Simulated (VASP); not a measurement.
**HfTiSe$_{4}$ (space group P2/m): computed properties**

Level of theory: PBEsol GGA, VASP's PBE PAW potentials (set 64) (plane waves; VASP).

```json
{
  "space_group": "P2/m (10)",
  "cell": "a = 6.0780 Å, b = 3.5878 Å, c = 6.2030 Å, α = γ = 90.00°, β = 90.04°",
  "volume_per_atom": "22.54 Å³/atom",
  "band gap (over mesh and band path)": "none (metal, semimetal or under 0.01 eV)",
  "density": "6.66 g/cm³"
}
```

```cif
data_HfSe4Ti
_chemical_formula_sum 'Hf1 Ti1 Se4'
_space_group_name_H-M_alt 'P2/m'
_space_group_IT_number 10
_space_group_name_Hall '-P 2y'
_cell_length_a 6.07803
_cell_length_b 3.58780
_cell_length_c 6.20297
_cell_angle_alpha 90.000
_cell_angle_beta 90.040
_cell_angle_gamma 90.000
loop_
_atom_site_label
_atom_site_type_symbol
_atom_site_symmetry_multiplicity
_atom_site_Wyckoff_symbol
_atom_site_fract_x
_atom_site_fract_y
_atom_site_fract_z
_atom_site_occupancy
Hf1 Hf 1 f 0.00000 0.50000 0.50000 1
Ti1 Ti 1 a 0.00000 0.00000 0.00000 1
Se1 Se 2 m 0.26191 0.00000 0.32428 1
Se2 Se 2 n 0.74594 0.50000 0.15673 1
```

Without a dispersion term in the relaxation, distances and binding between the weakly bound layers, chains or molecules are unreliable, and so is what depends on them. Unless said otherwise, spin-orbit coupling is left out, though it shifts the bands of the heavy elements here.

The structure comes from a computed database's HfTiSe4 entry (P2/m); how it stands against other phases isn't given here. It was relaxed first, which changed the volume by -9 %. Symmetry was kept, so distortions that lower it aren't found.
